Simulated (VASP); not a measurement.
Data:

```
AgCl
1.0
    0.00000     2.73176     2.73176
    2.73176     0.00000     2.73176
    2.73176     2.73176     0.00000
Ag Cl
1 1
Cartesian
  2.73176   0.00000   2.73176
  2.73176   2.73176   2.73176
```

These are SCAN meta-GGA, VASP's PBE PAW potentials (set 64) (plane waves; VASP) values and carry that method's errors. Run with 520 eV cut-off, 8×8×8 Γ-centred mesh, Gaussian smearing of 0.050 eV, potentials Ag Cl.

### Question
Give the stress tensor in GPa (positive for a compressed cell).

### Answer

```
1.89  0.00  0.00
0.00  1.89  0.00
0.00  0.00  1.89
```
The pressure is its mean diagonal, 1.89 GPa.

The compound is AgCl in the rock salt structure. This cell is one point of a volume scan, at 0.97 of the reference volume.
